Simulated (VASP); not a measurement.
Here is the system:

```
CELL_PARAMETERS angstrom
      0.00000     1.94723     1.94723
      1.94723     0.00000     1.94723
      1.94723     1.94723     0.00000
ATOMIC_POSITIONS crystal
  Pt 0.00000 0.00000 0.00000
```

Method: PBEsol GGA, VASP's PBE PAW potentials (set 64) (plane waves; VASP). Numerical set-up: 500 eV cut-off, 16×16×16 Γ-centred mesh, first-order Methfessel-Paxton smearing of 0.10 eV, potentials Pt.

The ions, cell shape and volume at an external pressure of 10.0 GPa are relaxed. Which structure does the run end with?

```
CELL_PARAMETERS angstrom
      0.00000     1.93744     1.93744
      1.93744     0.00000     1.93744
      1.93744     1.93744     0.00000
ATOMIC_POSITIONS crystal
  Pt 0.00000 0.00000 0.00000
```
Space group Fm-3m (225), at a tolerance of 0.03 Å.

How do energy and volume change from the first to the last step?

The energy (σ→0) changes by +10.1 meV/atom and the volume by -1.5 %, in 3 ionic steps.

```
step  E(σ→0) (eV)  max force (eV/Å)  pressure (GPa)  volume (Å³)
----  -----------  ----------------  --------------  -----------
1         -6.9578             0.000            4.90        14.77
2         -6.8534             0.000           31.02        13.79
3         -6.9476             0.000            9.89        14.55
```

The compound is Pt in the fcc structure. This run relaxes it under an external pressure of 10 GPa. Symmetry was kept, so distortions that lower it aren't found.
